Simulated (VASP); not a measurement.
Consider the following.

```
CdF2
1.0
    0.00000     2.60348     2.60348
    2.60348     0.00000     2.60348
    2.60348     2.60348     0.00000
Cd F
1 2
Direct
  0.00000   0.00000   0.00000
  0.25000   0.25000   0.25000
  0.75000   0.75000   0.75000
```

Level of theory: LDA (Ceperley-Alder, Perdew-Zunger), VASP's LDA PAW potentials (set 64) (plane waves; VASP). Settings: 520 eV cut-off, 7×7×7 Γ-centred mesh, Gaussian smearing of 0.050 eV, potentials Cd F.

Problem. Give the stress tensor in GPa (positive for a compressed cell).

Solution. 
```
9.13  0.00  0.00
0.00  9.13  0.00
0.00  0.00  9.13
```
The pressure is its mean diagonal, 9.13 GPa.

The compound is CdF2 in the fluorite structure. This cell is one point of a volume scan, at 0.94 of the reference volume.
